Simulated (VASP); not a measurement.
Crystal: SnSe.

```
Sn Se
1.0
    12.14817    0.00000    0.00000
     0.00000    4.32725    0.00000
     0.00000    0.00000    4.53720
Sn Se
4 4
Cartesian
  1.5112 1.0818 0.4506
  4.5629 3.2454 2.7192
  7.5853 1.0818 1.8180
  10.6370 3.2454 4.0866
  4.3138 1.0818 0.0949
  1.7603 3.2454 2.3635
  10.3879 1.0818 2.1737
  7.8344 3.2454 4.4423
```

The cell isn't the ideal one: a relaxed cell with its volume scaled by 1.06.

```yaml
Program: VASP 6.6.1
Task: relaxation of shape and atoms at fixed volume
Functional: PBE
Potentials_or_basis: VASP PAW PBE potentials, release 64 (Sn, Se)
Cutoff: 300 eV
k_mesh: 2 × 4 × 4
Occupations: gaussian, width 0.03 eV
Spin: no spin polarisation
```

At the start: pressure -2.4 GPa; volume 29.81 Å³/atom.

Question: Where does the relaxation end?

Answer: Over 10 steps the energy falls by 8.0 meV/atom; space group Pnma (No. 62, to 0.05 Å).

The path:
| step | energy change (eV) | largest force (eV/Å) | pressure (GPa) |
| --- | --- | --- | --- |
| 1 | 0.0000 | 0.3236 | -2.45 |
| 2 | -0.0269 | 0.2397 | -2.10 |
| 3 | -0.0549 | 0.0473 | -1.27 |
| 4 | -0.0552 | 0.0545 | -1.17 |
| 5 | -0.0627 | 0.0394 | -0.97 |
| 6 | -0.0627 | 0.0360 | -0.98 |
| 7 | -0.0636 | 0.0262 | -0.98 |
| 8 | -0.0641 | 0.0122 | -0.97 |
| 9 | -0.0641 | 0.0110 | -0.97 |
| 10 | -0.0642 | 0.0098 | -0.96 |

Final structure:
```xyz
8
Lattice="12.2586 0.0000 0.0000 0.0000 4.2651 0.0000 0.0000 0.0000 4.5618" Properties=species:S:1:pos:R:3 pbc="T T T"
Sn    1.5797    1.0663    0.4851
Sn    4.5496    3.1988    2.7661
Sn    7.7090    1.0663    1.7958
Sn   10.6789    3.1988    4.0767
Se    4.3181    1.0663    0.0724
Se    1.8112    3.1988    2.3533
Se   10.4474    1.0663    2.2086
Se    7.9405    3.1988    4.4895
```

Caveat: this functional lacks dispersion, which binds the layers, so the pressure and a relaxed spacing across them are unreliable.
